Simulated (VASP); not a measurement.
Sc2InSb3:

```xyz
6
Lattice="5.3325 0.0000 0.0000 0.0000 5.3325 0.0000 0.0000 0.0000 6.4310" Properties=species:S:1:pos:R:3 pbc="T T T"
Sc    2.6662    0.0000    0.0000
Sc    0.0000    2.6662    0.0000
In    2.6662    2.6662    0.0000
Sb    2.6662    0.0000    3.2155
Sb    0.0000    2.6662    3.2155
Sb    0.0000    0.0000    0.0000
```

The cell was built by a generator and needn't be a form met in nature.

```yaml
Program: VASP 6.6.1
Task: relaxation of cell and atoms
Functional: PBE
Potentials_or_basis: VASP PAW PBE potentials, release 64 (Sc_sv, In_d, Sb)
Cutoff: 520 eV
k_mesh: 3 × 3 × 3
Occupations: gaussian, width 0.15 eV
Spin: no spin polarisation
```

At the start: pressure 4.4 GPa; volume 30.48 Å³/atom.

**Question.** Where does the relaxation end?

**Answer.** Over 9 steps the energy falls by 271.0 meV/atom and the volume is 31.67 Å³/atom (+3.9 %); space group P4/mmm (No. 123, to 0.05 Å).

The path:
| step | energy change (eV) | largest force (eV/Å) | pressure (GPa) | volume (Å³) |
| --- | --- | --- | --- | --- |
| 1 | 0.0000 | 0.0000 | 4.39 | 182.86 |
| 2 | -1.3080 | 0.0000 | -2.80 | 204.42 |
| 3 | -1.3327 | 0.0000 | -3.22 | 206.97 |
| 4 | -1.5962 | 0.0000 | 0.24 | 191.29 |
| 5 | -1.6102 | 0.0000 | -0.82 | 194.12 |
| 6 | -1.6104 | 0.0000 | -0.80 | 193.86 |
| 7 | -1.6069 | 0.0000 | -0.35 | 192.58 |
| 8 | -1.6102 | 0.0000 | -0.69 | 193.60 |
| 9 | -1.6258 | 0.0000 | 0.12 | 190.03 |

Final structure:
```yaml
crystal:
  lattice:
    - [5.81296, 0.00000, 0.00000]
    - [0.00000, 5.81296, 0.00000]
    - [0.00000, 0.00000, 5.62365]
  atoms:
    - { symbol: Sc, position: [0.50000, 0.00000, 0.00000] }
    - { symbol: Sc, position: [0.00000, 0.50000, 0.00000] }
    - { symbol: In, position: [0.50000, 0.50000, 0.00000] }
    - { symbol: Sb, position: [0.50000, 0.00000, 0.50000] }
    - { symbol: Sb, position: [0.00000, 0.50000, 0.50000] }
    - { symbol: Sb, position: [0.00000, 0.00000, 0.00000] }
```

Caveat: the k mesh is coarse (spacing up to 0.39 Å⁻¹), so the values aren't converged.
